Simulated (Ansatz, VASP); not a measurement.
# C (Diamond) in two plane-wave programs

One calculation is typed for both programs; each brings its own data sets. How far apart do they land? The cell is taken from a series of runs on this material, whose earlier steps may have relaxed, scaled, displaced or heated it; both programs get it as it stands.

Main program and level: Ansatz 0.2.0; plane waves, with VASP 6.6.1 beside it; zone-centre phonons at LDA.

### Step 1. The starting structure

Symmetry: I4_1/amd, No. 141, tetragonal system. The conventional cell has a = 2.494 Å, b = 2.494 Å, c = 3.567 Å, α = 90.00°, β = 90.00°, γ = 90.00°. Nearest to C lie 4 C at 1.53 Å.

### Step 2. VASP: zone-centre phonons, LDA, pair 1

Second derivatives magnify differences that forces hide, and they need a tight electronic threshold.

Lines of VASP's logs that name or quote its potential files are left out, and so is its time.

File INCAR:

```
SYSTEM = C
PREC = Accurate
ENCUT = 600
EDIFF = 1E-08
NELM = 120
ISMEAR = 0
SIGMA = 0.01
LREAL = .FALSE.
ALGO = Normal
GGA = CA
NBANDS = 10
LORBIT = 11
LWAVE = .FALSE.
LCHARG = .FALSE.
ISIF = 2
IBRION = 8
LEPSILON = .TRUE.
LASPH = .TRUE.
GGA_COMPAT = .FALSE.
EFERMI = MIDGAP
KPAR = 2
```

File POSCAR:

```
C
1.0
    0.0000000000      1.7637318000      1.7833906183
    1.7637318000      0.0000000000      1.7833906183
    1.7637318000      1.7637318000      0.0000000000
C
2
Direct
    0.5000000000      0.5000000000      0.5000000000
    0.7500000000      0.7500000000      0.7500000000
```

File KPOINTS:

```
Automatic mesh
0
Gamma
12 12 12
0 0 0
```

The projector-augmented-wave data sets are C (LDA family, release 64).

Command:

```
mpirun -np 2 vasp_std
```

Numbers of over 12 decimals in the logs are rounded to 6 here.

The program printed:

```text
[banner, memory and clock lines left out]
running    2 mpi-ranks, on    1 nodes
 distrk:  each k-point on    1 cores,    2 groups
 distr:  one band on    1 cores,    1 groups

 POSCAR found type information on POSCAR C
 POSCAR found :  1 types and       2 ions
 LDA part: xc-table for (Slater(with rela. corr.)+CA(PZ))
 , standard interpolation
 POSCAR, INCAR and KPOINTS ok, starting setup
 FFT: planning ... GRIDC
 FFT: planning ... GRID_SOFT
 FFT: planning ... GRID
 WAVECAR not read
 entering main loop
       N       E                     dE             d eps       ncg     rms          rms(c)
DAV:   1     0.272359490928E+00    0.27236E+00   -0.52998E+03  3372   0.865E+02
DAV:   2    -0.207019585259E+02   -0.20974E+02   -0.20467E+02  4610   0.137E+02
DAV:   3    -0.210979589137E+02   -0.39600E+00   -0.39477E+00  3834   0.151E+01
DAV:   4    -0.210989206065E+02   -0.96169E-03   -0.96161E-03  3504   0.875E-01
DAV:   5    -0.210989219490E+02   -0.13425E-05   -0.13425E-05  3704   0.326E-02    0.583E+00
DAV:   6    -0.204689355932E+02    0.62999E+00   -0.36130E-01  3380   0.444E+00    0.337E+00
DAV:   7    -0.202495394356E+02    0.21940E+00   -0.42443E-01  3568   0.483E+00    0.738E-01
DAV:   8    -0.202493430909E+02    0.19634E-03   -0.89953E-03  3474   0.857E-01    0.263E-02
DAV:   9    -0.202493312350E+02    0.11856E-04   -0.33692E-05  3670   0.496E-02    0.193E-02
DAV:  10    -0.202493326524E+02   -0.14174E-05   -0.17928E-06  3572   0.121E-02    0.448E-03
DAV:  11    -0.202493325897E+02    0.62695E-07   -0.58104E-08  3654   0.199E-03    0.758E-04
DAV:  12    -0.202493325802E+02    0.95117E-08   -0.13906E-09  1958   0.373E-04
   1 F= -.20249333E+02 E0= -.20249333E+02  d E =0.000000E+00
 Linear response reoptimize wavefunctions to high precision
DAV:   1    -0.202493325783E+02    0.18649E-08   -0.88108E-11  2196   0.101E-04
DAV:   2    -0.202493325783E+02   -0.18190E-11   -0.33631E-12  1716   0.204E-05
 Linear response G [H, r] |phi>, progress :
  Direction:   1
       N       E                     dE             d eps       ncg     rms
RMM:   1    -0.311853317847E+02   -0.31185E+02    0.66375E-01  7577   0.431E+01
RMM:   2    -0.308683244371E+02    0.31701E+00   -0.98104E-01  5150   0.861E+00
RMM:   3    -0.308784572520E+02   -0.10133E-01   -0.36772E-03  5435   0.530E-01
RMM:   4    -0.308785529130E+02   -0.95661E-04   -0.28037E-05  5671   0.430E-02
RMM:   5    -0.308785545564E+02   -0.16433E-05   -0.30046E-06  5642   0.519E-03
RMM:   6    -0.308785546091E+02   -0.52749E-07   -0.30439E-06  5313   0.178E-03
RMM:   7    -0.308785546351E+02   -0.25980E-07   -0.32864E-06  4242   0.145E-03
RMM:   8    -0.308785546851E+02   -0.50028E-07   -0.37994E-06  4051   0.143E-03
RMM:   9    -0.308785547117E+02   -0.26553E-07   -0.40388E-06  3783   0.141E-03
RMM:  10    -0.308785547107E+02    0.91929E-09   -0.30604E-06  3122   0.141E-03
 Linear response G [H, r] |phi>, progress :
  Direction:   2
       N       E                     dE             d eps       ncg     rms
RMM:   1    -0.283489937568E+02   -0.28349E+02    0.57643E-01  7503   0.408E+01
RMM:   2    -0.276094094716E+02    0.73958E+00   -0.76752E-01  5121   0.748E+00
RMM:   3    -0.276127184259E+02   -0.33090E-02   -0.44404E-03  5432   0.461E-01
RMM:   4    -0.276126868847E+02    0.31541E-04   -0.53972E-05  5691   0.395E-02
RMM:   5    -0.276126865531E+02    0.33162E-06   -0.11688E-05  5624   0.515E-03
RMM:   6    -0.276126865126E+02    0.40459E-07   -0.10876E-05  5214   0.210E-03
RMM:   7    -0.276126865077E+02    0.49421E-08   -0.10920E-05  4199   0.181E-03
RMM:   8    -0.276126865234E+02   -0.15744E-07   -0.10932E-05  4032   0.178E-03
RMM:   9    -0.276126865339E+02   -0.10453E-07   -0.11031E-05  3750   0.178E-03
RMM:  10    -0.276126865426E+02   -0.87889E-08   -0.10947E-05  3198   0.176E-03
 Linear response G [H, r] |phi>, progress :
  Direction:   3
       N       E                     dE             d eps       ncg     rms
RMM:   1    -0.292397257144E+02   -0.29240E+02    0.25465E+00  7421   0.417E+01
RMM:   2    -0.292263008038E+02    0.13425E-01   -0.85501E-01  5115   0.797E+00
RMM:   3    -0.292327915877E+02   -0.64908E-02   -0.41118E-03  5398   0.488E-01
RMM:   4    -0.292328089698E+02   -0.17382E-04   -0.36725E-05  5646   0.404E-02
RMM:   5    -0.292328095718E+02   -0.60202E-06   -0.37242E-06  5600   0.469E-03
RMM:   6    -0.292328095992E+02   -0.27458E-07   -0.35434E-06  5153   0.153E-03
RMM:   7    -0.292328096137E+02   -0.14460E-07   -0.36927E-06  4097   0.123E-03
RMM:   8    -0.292328095999E+02    0.13822E-07   -0.40792E-06  3868   0.120E-03
RMM:   9    -0.292328096039E+02   -0.40179E-08   -0.34765E-06  3640   0.120E-03
RMM:  10    -0.292328095935E+02    0.10406E-07   -0.33054E-06  3066   0.119E-03
 Linear response to external field (no local field effect), progress :
  Direction:   1
       N       E                     dE             d eps       ncg     rms          rms(c)
RMM:   1    -0.165273076619E+00   -0.16527E+00   -0.60324E-01  7230   0.216E+00
RMM:   2    -0.169175436183E+00   -0.39024E-02   -0.10114E-03  5200   0.262E-01
RMM:   3    -0.169179854764E+00   -0.44186E-05   -0.32966E-06  5231   0.114E-02
RMM:   4    -0.169179875163E+00   -0.20399E-07   -0.15781E-08  5167   0.816E-04
RMM:   5    -0.169179875248E+00   -0.84909E-10   -0.13489E-09  3813   0.794E-05
[...]
Linear response to external field (no local field effect), progress :
  Direction:   3
       N       E                     dE             d eps       ncg     rms          rms(c)
RMM:   1    -0.150896920935E+00   -0.15090E+00   -0.54995E-01  7155   0.209E+00
RMM:   2    -0.154377071769E+00   -0.34802E-02   -0.89010E-04  5165   0.250E-01
RMM:   3    -0.154380783070E+00   -0.37113E-05   -0.27141E-06  5213   0.106E-02
RMM:   4    -0.154380799233E+00   -0.16162E-07   -0.15446E-08  5124   0.767E-04
RMM:   5    -0.154380799292E+00   -0.58863E-10   -0.40324E-09  3700   0.793E-05
 change of polarisation eV/A/(eV/A) component  3 :     0.111    -0.073     0.309
 dielectric tensor                  component  3 :     1.804    -1.196     6.036
 Linear response to external field, progress :
  Direction:   1
       N       E                     dE             d eps       ncg     rms          rms(c)
RMM:   1    -0.147037018574E+00   -0.14704E+00   -0.52621E-01 12432   0.207E+00
RMM:   2    -0.150493480321E+00   -0.34565E-02   -0.88502E-04  8890   0.249E-01    0.691E-01
RMM:   3    -0.148241905160E+00    0.22516E-02   -0.74762E-04  8847   0.210E-01    0.403E-01
RMM:   4    -0.153103928149E+00   -0.48620E-02   -0.10909E-03  8879   0.257E-01    0.329E-02
RMM:   5    -0.153508332021E+00   -0.40440E-03   -0.11662E-05  9088   0.268E-02    0.283E-03
RMM:   6    -0.153521834519E+00   -0.13502E-04   -0.39360E-08  9385   0.171E-03    0.152E-03
RMM:   7    -0.153525342628E+00   -0.35081E-05   -0.84559E-09  9398   0.742E-04    0.102E-04
RMM:   8    -0.153525914598E+00   -0.57197E-06   -0.27939E-09  7688   0.889E-05    0.257E-05
RMM:   9    -0.153525799337E+00    0.11526E-06   -0.28009E-09  4251   0.478E-05    0.209E-06
 change of polarisation eV/A/(eV/A) component  1 :     0.290     0.039     0.090
 dielectric tensor                  component  1 :     5.734     0.635     1.466
 Linear response to external field, progress :
  Direction:   2
       N       E                     dE             d eps       ncg     rms          rms(c)
RMM:   1    -0.147036989612E+00   -0.14704E+00   -0.52621E-01 12432   0.207E+00
RMM:   2    -0.150493449904E+00   -0.34565E-02   -0.88504E-04  8892   0.249E-01    0.691E-01
RMM:   3    -0.148243644779E+00    0.22498E-02   -0.74769E-04  8847   0.210E-01    0.403E-01
RMM:   4    -0.153104298553E+00   -0.48607E-02   -0.10909E-03  8881   0.257E-01    0.329E-02
RMM:   5    -0.153508027496E+00   -0.40373E-03   -0.11688E-05  9089   0.269E-02    0.282E-03
RMM:   6    -0.153521826552E+00   -0.13799E-04   -0.38922E-08  9385   0.171E-03    0.152E-03
RMM:   7    -0.153525313213E+00   -0.34867E-05   -0.84399E-09  9392   0.740E-04    0.102E-04
RMM:   8    -0.153525887868E+00   -0.57465E-06   -0.27916E-09  7691   0.887E-05    0.257E-05
RMM:   9    -0.153525771272E+00    0.11660E-06   -0.28267E-09  4244   0.478E-05    0.209E-06
 change of polarisation eV/A/(eV/A) component  2 :     0.039     0.290     0.001
 dielectric tensor                  component  2 :     0.636     5.734     0.013
 Linear response to external field, progress :
  Direction:   3
       N       E                     dE             d eps       ncg     rms          rms(c)
RMM:   1    -0.150896920935E+00   -0.15090E+00   -0.54995E-01  7155   0.209E+00
RMM:   2    -0.154377071769E+00   -0.34802E-02   -0.89010E-04  5165   0.250E-01    0.705E-01
RMM:   3    -0.152079566789E+00    0.22975E-02   -0.74441E-04  5123   0.211E-01    0.410E-01
RMM:   4    -0.157112560062E+00   -0.50330E-02   -0.11043E-03  5162   0.259E-01    0.319E-02
RMM:   5    -0.157497839869E+00   -0.38528E-03   -0.11469E-05  5281   0.267E-02    0.281E-03
RMM:   6    -0.157511964305E+00   -0.14124E-04   -0.38569E-08  5463   0.170E-03    0.152E-03
RMM:   7    -0.157515226775E+00   -0.32625E-05   -0.86752E-09  5451   0.730E-04    0.103E-04
RMM:   8    -0.157515838915E+00   -0.61214E-06   -0.30871E-09  4334   0.858E-05    0.259E-05
RMM:   9    -0.157515710582E+00    0.12833E-06   -0.27327E-09  2370   0.467E-05    0.211E-06
 change of polarisation eV/A/(eV/A) component  3 :     0.108    -0.071     0.298
 dielectric tensor                  component  3 :     1.766    -1.165     5.855
 Linear response DOF=           2
 Linear response progress:
  Degree of freedom:   1/  2
       N       E                     dE             d eps       ncg     rms          rms(c)
RMM:   1    -0.120550481482E+00   -0.12055E+00   -0.26922E-02 23141   0.207E+00
RMM:   2    -0.110395062328E+00    0.10155E-01   -0.21804E-03 14510   0.397E-01    0.187E-01
RMM:   3    -0.110575438419E+00   -0.18038E-03   -0.18878E-04 14381   0.110E-01    0.102E-01
RMM:   4    -0.111363048228E+00   -0.78761E-03   -0.21797E-04 14255   0.114E-01    0.133E-02
RMM:   5    -0.111321732279E+00    0.41316E-04   -0.24343E-06 15490   0.137E-02    0.995E-04
RMM:   6    -0.111321439076E+00    0.29320E-06    0.22362E-08 15540   0.911E-04    0.425E-04
RMM:   7    -0.111318891147E+00    0.25479E-05   -0.23822E-08 15948   0.461E-04    0.654E-05
RMM:   8    -0.111318851552E+00    0.39595E-07   -0.39753E-08 16123   0.163E-04    0.997E-06
RMM:   9    -0.111318732792E+00    0.11876E-06   -0.40101E-08 16676   0.137E-04    0.144E-06
RMM:  10    -0.111318730544E+00    0.22487E-08   -0.20593E-08 13554   0.126E-04    0.176E-07
 first order change of Fermi-energy  -0.22874E-04
 force on displaced ion       1 direction 1 : -38.419  -0.000   0.000
 Born effective charge ion    1 direction 1 :   0.000   0.000   0.000
 Linear response progress:
  Degree of freedom:   2/  2
       N       E                     dE             d eps       ncg     rms          rms(c)
RMM:   1    -0.119500145080E+00   -0.11950E+00   -0.16282E-02 13286   0.207E+00
RMM:   2    -0.110457758207E+00    0.90424E-02   -0.25293E-03  8532   0.396E-01    0.189E-01
RMM:   3    -0.110595601462E+00   -0.13784E-03   -0.20629E-04  8419   0.112E-01    0.103E-01
RMM:   4    -0.111386649248E+00   -0.79105E-03   -0.23403E-04  8347   0.116E-01    0.133E-02
RMM:   5    -0.111343425001E+00    0.43224E-04   -0.40535E-06  9049   0.134E-02    0.986E-04
RMM:   6    -0.111342803739E+00    0.62126E-06   -0.33255E-08  9090   0.853E-04    0.440E-04
RMM:   7    -0.111340324378E+00    0.24794E-05   -0.17491E-08  9310   0.403E-04    0.612E-05
RMM:   8    -0.111340329355E+00   -0.49762E-08   -0.21054E-08  9361   0.135E-04    0.992E-06
 first order change of Fermi-energy  -0.78191E+01
 force on displaced ion       1 direction 3 :   0.000   0.000 -38.017
 Born effective charge ion    1 direction 3 :   0.000   0.000  -0.000
 Born effective charges drift removed
 Linear response finished
```

Parts of OUTCAR (step 2):

```text
ion  position               nearest neighbor table
   1  0.500  0.500  0.500-   2 1.53   2 1.53   2 1.53   2 1.53
   2  0.750  0.750  0.750-   1 1.53   1 1.53   1 1.53   1 1.53

  LATTYP: Found a body centered tetragonal cell.
 ALAT       =     2.4942934319
 C/A-ratio  =     1.4299765981

 Subroutine GETGRP returns: Found 16 space group operations
 (whereof  8 operations were pure point group operations)

The static configuration has the point symmetry D_2d.
 The point group associated with its full space group is D_4h.

 Found    163 irreducible k-points:

   k-points           NKPTS =    163   k-points in BZ     NKDIM =    163   number of bands    NBANDS=     10

   dimension x,y,z NGX =    20 NGY =   20 NGZ =   20
   dimension x,y,z NGXF=    40 NGYF=   40 NGZF=   40

   ENCUT  =  600.0 eV  44.10 Ry    6.64 a.u.   5.01  5.01  4.98*2*pi/ulx,y,z

   NELECT =       8.0000    total number of electrons

 k-points in reciprocal lattice and weights: Automatic mesh
   0.00000000  0.00000000  0.00000000       0.001
   0.08333333 -0.00000000  0.00000000       0.005
   0.16666667  0.00000000  0.00000000       0.005
   0.25000000 -0.00000000  0.00000000       0.005
   0.33333333  0.00000000  0.00000000       0.005
   0.41666667 -0.00000000  0.00000000       0.005
   0.50000000 -0.00000000  0.00000000       0.002
   0.08333333  0.08333333  0.00000000       0.001
   0.16666667  0.08333333  0.00000000       0.005
[...]
-0.33333333  0.16666667  0.50000000       0.002
  -0.25000000  0.25000000  0.50000000       0.001

 average (electrostatic) potential at core
       1 -49.1850       2 -49.1850

  Total        0.0634290      0.0634290     -0.6723201      0.0000000     -0.0000000      0.0000000
  in kB        9.1591927      9.1591927    -97.0834372      0.0000000     -0.0000000      0.0000000
  external PRESSURE =     -26.2550172 kB  Pullay stress =       0.0000000 kB

  energy-cutoff  :      600.00
  volume of cell :       11.10
      direct lattice vectors                 reciprocal lattice vectors
     0.000000000  1.763731800  1.783390618    -0.283489814  0.283489814  0.280364826
     1.763731800  0.000000000  1.783390618     0.283489814 -0.283489814  0.280364826
     1.763731800  1.763731800  0.000000000     0.283489814  0.283489814 -0.280364826

 POSITION                                       TOTAL-FORCE (eV/Angst)
 -----------------------------------------------------------------------------------
      1.76373      1.76373      1.78339        -0.000000     -0.000000      0.000000
      2.64560      2.64560      2.67509         0.000000      0.000000     -0.000000
 -----------------------------------------------------------------------------------
    total drift:                                0.000000     -0.000000      0.000000

 MACROSCOPIC STATIC DIELECTRIC TENSOR (including local field effects in DFT)
 ------------------------------------------------------
           5.733636     0.000000     0.000000
           0.000000     5.733636     0.000000
           0.000000     0.000000     5.855401
 ------------------------------------------------------

 PIEZOELECTRIC TENSOR (including local field effects)  for field in x, y, z        (C/m^2)
          XX          YY          ZZ          XY          YZ          ZX
  --------------------------------------------------------------------------------
  x     0.00000     0.00000     0.00000     0.00000     0.00000     0.00000
  y    -0.00000     0.00000     0.00000     0.00000     0.00000     0.00000
  z     0.00000     0.00000     0.00000     0.00000     0.00000     0.00000

 BORN EFFECTIVE CHARGES (including local field effects) (in |e|, cummulative output)
 ---------------------------------------------------------------------------------
 ion    1
    1     0.00000     0.00000     0.00000
    2     0.00000     0.00000     0.00000
    3     0.00000     0.00000     0.00000
 ion    2
    1     0.00000    -0.00000     0.00000
    2     0.00000    -0.00000     0.00000
    3     0.00000     0.00000     0.00000

 Eigenvectors and eigenvalues of the dynamical matrix
 ----------------------------------------------------

   1 f  =   39.541099 THz   248.444054 2PiTHz 1318.949098 cm-1   163.528773 meV
             X         Y         Z           dx          dy          dz
      1.763732  1.763732  1.783391     0.525633   -0.472980    0.000000
      2.645598  2.645598  2.675086    -0.525633    0.472980    0.000000

   2 f  =   39.541099 THz   248.444054 2PiTHz 1318.949098 cm-1   163.528773 meV
             X         Y         Z           dx          dy          dz
      1.763732  1.763732  1.783391    -0.472980   -0.525633    0.000000
      2.645598  2.645598  2.675086     0.472980    0.525633    0.000000

   3 f  =   39.333923 THz   247.142328 2PiTHz 1312.038446 cm-1   162.671962 meV
             X         Y         Z           dx          dy          dz
      1.763732  1.763732  1.783391     0.000000    0.000000   -0.707107
      2.645598  2.645598  2.675086     0.000000    0.000000    0.707107

   4 f  =    0.000000 THz     0.000002 2PiTHz    0.000011 cm-1     0.000001 meV
             X         Y         Z           dx          dy          dz
      1.763732  1.763732  1.783391     0.333871    0.623322    0.000000
      2.645598  2.645598  2.675086     0.333871    0.623322    0.000000

   5 f  =    0.000000 THz     0.000000 2PiTHz    0.000000 cm-1     0.000000 meV
             X         Y         Z           dx          dy          dz
      1.763732  1.763732  1.783391     0.000000    0.000000    0.707107
      2.645598  2.645598  2.675086     0.000000    0.000000    0.707107

   6 f/i=    0.000000 THz     0.000003 2PiTHz    0.000016 cm-1     0.000002 meV
             X         Y         Z           dx          dy          dz
      1.763732  1.763732  1.783391     0.623322   -0.333871    0.000000
      2.645598  2.645598  2.675086     0.623322   -0.333871    0.000000

 MACROSCOPIC STATIC DIELECTRIC TENSOR IONIC CONTRIBUTION
 ------------------------------------------------------
           0.000000     0.000000     0.000000
           0.000000     0.000000     0.000000
           0.000000     0.000000     0.000000
 ------------------------------------------------------

 ELASTIC MODULI CONTR FROM IONIC RELAXATION (kBar)
 Direction    XX          YY          ZZ          XY          YZ          ZX
 --------------------------------------------------------------------------------
 XX           0.0000      0.0000      0.0000      0.0000      0.0000      0.0000
 YY           0.0000      0.0000      0.0000      0.0000      0.0000      0.0000
 ZZ           0.0000      0.0000      0.0000      0.0000      0.0000      0.0000
 XY           0.0000      0.0000      0.0000    -51.7416      0.0000     -0.0000
 YZ           0.0000      0.0000      0.0000      0.0000    -52.6406     -0.0000
 ZX           0.0000      0.0000      0.0000     -0.0000     -0.0000    -58.4661
 --------------------------------------------------------------------------------

 PIEZOELECTRIC TENSOR IONIC CONTR  for field in x, y, z        (C/m^2)
          XX          YY          ZZ          XY          YZ          ZX
  --------------------------------------------------------------------------------
  x     0.00000     0.00000     0.00000     0.00000     0.00000     0.00000
  y     0.00000     0.00000     0.00000     0.00000     0.00000     0.00000
  z     0.00000     0.00000     0.00000     0.00000     0.00000     0.00000
```

[end of part 1 of 3]

[Lines on the potential files, build, host, timing and source positions are cut from VASP's logs without a mark.]

[Logs are printed without paths, hosts, clocks, repeated set-up lines and the standing remarks that a program may print on its own settings, such as how far it seeks lower states.]

[Hosts, paths, dates, database ids (printed as entryN), source tags and the programs' standing remarks are cut or masked in the printed files.]
